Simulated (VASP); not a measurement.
Write the native input for VASP 6.6.1 that does the following.

- Task: relaxation of cell and atoms
- Functional: LDA
- Potentials or basis: VASP PAW LDA potentials, release 64 (Y_sv, Pt)
- Cutoff: 600 eV
- k mesh: 10 × 10 × 10
- Occupations: methfessel-paxton, width 0.1 eV
- Spin: no spin polarisation
- Further INCAR settings: ALGO = Fast; EDIFF = 1e-06; IBRION = 2; EDIFFG = -0.005; NSW = 60; ISIF = 3

The structure of YPt lies in POSCAR:

```
YPt
1.0
   -1.9128668100      1.9128668100      2.6729999500
    1.9128668100     -1.9128668100      2.6729999500
    1.9128668100      1.9128668100     -2.6729999500
Y Pt
1 1
Direct
    0.5000000000      0.5000000000      0.0000000000
    0.0000000000      0.0000000000      0.0000000000
```

The cell was built by a generator and needn't be a form met in nature.

One way to write it, as run:

INCAR

```
SYSTEM = YPt
PREC = Accurate ; ENCUT = 600
EDIFF = 1E-6 ; ISMEAR = 1
SIGMA = 0.1 ; LREAL = .False.
LASPH = .True. ; NELM = 60
ALGO = Fast ; ISIF = 3
LWAVE = .False. ; LCHARG = .False.
GGA = CA ; IBRION = 2
NSW = 60 ; EDIFFG = -0.005
```

KPOINTS

```
Automatic mesh
0
Gamma
  10 10 10
  0 0 0
```

Potentials or basis: VASP PAW LDA potentials, release 64 (Y_sv, Pt).

Launch:

```sh
$ cat potpaw_LDA.64/Y_sv/POTCAR potpaw_LDA.64/Pt/POTCAR > POTCAR
$ mpirun -np 1 vasp_std > vasp.out
```

It gave:

| Item | Value |
| --- | --- |
| Relaxed volume | 22.31 Å³/atom |
| Relaxed cell | a = 3.981 Å, b = 3.981 Å, c = 3.981 Å, α = 119.99°, β = 119.99°, γ = 90.01° |
| Space group after relaxing (to 0.05 Å) | Fm-3m (No. 225) |
| Energy gained by relaxing | 142.6 meV/atom |
| Ionic steps | 10 |
| Pressure after relaxing | 0.0 GPa |
| Band gap on the k mesh | none (metal or under the smearing width) |

Run time: 4.6 min on 1 thread of Intel(R) Xeon(R) 6975P-C (Granite Rapids), on a shared host, peak memory 0.24 GiB.
